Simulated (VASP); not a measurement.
CsPbCl3 (space group Pm-3m): the measured cell of entry 1530111 of the Crystallography Open Database is

CsPbCl$_{3}$ is taken in the cubic space group Pm-3m (No. 221), the cubic perovskite structure, Pearson symbol cP5. Cell: a = 5.6050 Å, b = 5.6050 Å, c = 5.6050 Å, α = 90.00°, β = 90.00°, γ = 90.00°. Pb on 1b has 6 Cl at 2.803 Å (octahedral). Cl on 3c has 2 Pb at 2.803 Å and 4 Cs at 3.963 Å (octahedral). Cs on 1a has 12 Cl at 3.963 Å (cuboctahedral). (Neighbours: up to the widest gap in distance over summed covalent radii, below 1.35, at either atom; cation-cation and far metal-metal contacts left out.)

Level of theory: r2SCAN+rVV10, VASP's PBE PAW potentials (set 64) (plane waves; VASP). Numerical set-up: 400 eV cut-off, 5×5×5 Γ-centred mesh, tetrahedra with Blöchl corrections, potentials Pb_d Cl Cs_sv.

The calculation is for a static lattice at zero pressure; the measurement, whose temperature isn't given here, holds thermal and zero-point expansion. The entry's conditions were not checked, so it may have been measured under pressure.

Question: How far does the relaxed conventional cell lie from the measured one?

Answer: 
```
             measured  computed  difference
-----------  --------  --------  ----------
a (Å)           5.605     5.628      +0.4 %
V (Å³/atom)     35.22     35.66      +1.3 %
```

The structure comes from a measured CsPbCl3 entry (Pm-3m) of the Crystallography Open Database, whose conditions weren't checked. It was relaxed first. Symmetry was kept, so distortions that lower it aren't found.
